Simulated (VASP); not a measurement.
Mg6CuSi: single point with SCAN+D4

Mg6CuSi:

```
Cu Si Mg
1.0
     4.97725    0.00000    0.00000
     0.00000    3.17559    5.30763
     0.00000   -3.17559    5.30763
Cu Si Mg
1 1 6
Direct
  0.50000 0.83336 0.83336
  0.50000 0.33252 0.33252
  0.00000 0.16940 0.16940
  0.00000 0.67181 0.67181
  0.00000 0.66632 0.15805
  0.00000 0.15805 0.66632
  0.50000 0.83372 0.33481
  0.50000 0.33481 0.83372
```

The cell comes from a database or a generator and needn't be the stable form of this composition.

The cell isn't the ideal one: volume scaled by 1.08.

* Program: VASP 6.6.1
* Task: single point
* Functional: SCAN
* Dispersion: D4
* Potentials or basis: VASP PAW PBE potentials, release 64 (Cu, Si, Mg)
* Cutoff: 500 eV
* k mesh: 6 × 5 × 5
* Occupations: tetrahedron, uncorrected, width 0.1 eV
* Spin: no spin polarisation

| Property | Result |
| --- | --- |
| Pressure | -5.0 GPa |
| Largest force | 0.089 eV/Å |
| Band gap on the k mesh | none (metal or under the smearing width) |
| Dispersion energy per atom | -0.052 eV |

Forces in eV/Å, atoms in the order of the input:
```
Cu   0.000  0.000 -0.011
Si   0.000  0.000 -0.033
Mg   0.000  0.000 -0.022
Mg   0.000  0.000  0.041
Mg   0.000  0.087 -0.014
Mg   0.000 -0.087 -0.014
Mg   0.000 -0.030  0.027
Mg   0.000  0.030  0.027
```

Stress tensor (GPa, compression positive):
```
-6.03  0.00  0.00
 0.00 -3.81  0.00
 0.00  0.00 -5.23
```

Levels at points of the mesh, in eV from the Fermi level:
| k point | band 12 | band 13 | band 14 | band 15 | band 16 | band 17 |
| --- | --- | --- | --- | --- | --- | --- |
| (0.00, 0.00, 0.00) | -2.06 | -1.81 | -0.93 | 1.15 | 2.53 | 2.94 |
| (0.50, 0.00, 0.00) | -1.29 | -1.03 | -0.85 | -0.41 | -0.38 | 0.06 |

Run time: 7.8 min on 1 thread of Intel(R) Xeon(R) Platinum 8559C (Emerald Rapids) (shared host), peak memory 0.4 GiB.

Caveat: the PAW data sets were made with another functional, which shifts forces and pressure a little; pairwise dispersion overbinds metals, which lowers pressure and volume.
